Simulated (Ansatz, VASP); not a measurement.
## One calculation of BaZn2H6, two programs

INCAR

```
ALGO = Normal
EDIFF = 1E-7
EDIFFG = -0.01
ENCUT = 600
GGA = PE
IBRION = 2
ISIF = 3
ISMEAR = 0
LASPH = True
LCHARG = False
LREAL = False
LWAVE = False
NELM = 100
NSW = 100
PREC = Accurate
SIGMA = 0.1
```

Contents of KPOINTS:

```
k-points
0
Gamma
  8 8 10
```

Contents of POSCAR:

```
BaZn2H6
1.0
    5.3271894888      0.0000000000      0.0000000000
    0.0000000000      5.3271894888      0.0000000000
    0.0000000000      0.0000000000      3.9216301847
Ba Zn H
1 2 6
Direct
    0.5000000000      0.5000000000      0.5000000000
    0.0000000000      0.5000000000      0.0000000000
    0.5000000000      0.0000000000      0.0000000000
    0.0000000000      0.5000000000      0.5000000000
    0.5000000000      0.0000000000      0.5000000000
    0.2596039196      0.7403960804      0.0000000000
    0.7403960804      0.2596039196      0.0000000000
    0.2596039196      0.2596039196      0.0000000000
    0.7403960804      0.7403960804      0.0000000000
```

Input for Ansatz:

```yaml
crystal:
  lattice:
    - [5.3271894888, 0.0, 0.0]
    - [0.0, 5.3271894888, 0.0]
    - [0.0, 0.0, 3.9216301847]
  atoms:
    - { symbol: Ba, position: [0.5, 0.5, 0.5] }
    - { symbol: Zn, position: [0.0, 0.5, 0.0] }
    - { symbol: Zn, position: [0.5, 0.0, 0.0] }
    - { symbol: H, position: [0.0, 0.5, 0.5] }
    - { symbol: H, position: [0.5, 0.0, 0.5] }
    - { symbol: H, position: [0.2596039196, 0.7403960804, 0.0] }
    - { symbol: H, position: [0.7403960804, 0.2596039196, 0.0] }
    - { symbol: H, position: [0.2596039196, 0.2596039196, 0.0] }
    - { symbol: H, position: [0.7403960804, 0.7403960804, 0.0] }
basis:
  ecutwfc: 420
kpoints:
  mp_grid: { grid: [8, 8, 10] }
hamiltonian:
  xc: pbe
scf:
  occupations: { method: gaussian, width: 0.1 }
output:
  forces: true
  stress: true
  eigenvalues: true
relax:
  adjacent_minimum: "off"
  f_tol: 0.01
  max_steps: 80
  cell: { stress_tol: 0.05 }
```

Change from the starting cell: ordered vacancies on the A sites of perovskite (P4/mmm, No. 123).

Alike in both runs: task relaxation of cell and atoms; functional PBE; k mesh 8 × 8 × 10; occupations gaussian, width 0.1 eV; no spin polarisation.

```csv
,VASP,Ansatz
version,VASP 6.6.1,Ansatz 0.2.0
potentials or method,"VASP PAW PBE potentials, release 64 (Ba_sv, Zn, H)","scalar-relativistic, plane waves, PAW"
plane-wave cutoff (eV),600,420
valence electrons in the cell,40,40
```

Ansatz gave:

```
gap on the k mesh at the Fermi level, each at its own relaxed structure (eV) : none
relaxed volume (Å³/atom)                                                     : 12.36
relaxed cell length with the largest relative difference (Å)                 : 3.944
```

Question: Estimate VASP's values.

Answer: gap on the k mesh at the Fermi level, each at its own relaxed structure (eV): none; relaxed volume (Å³/atom): 12.50; relaxed cell length with the largest relative difference (Å): 3.962.

A gap of «none» marks a metal or a gap that the smearing closes.

The runs have no spin-orbit coupling, so splittings on Ba are missing.
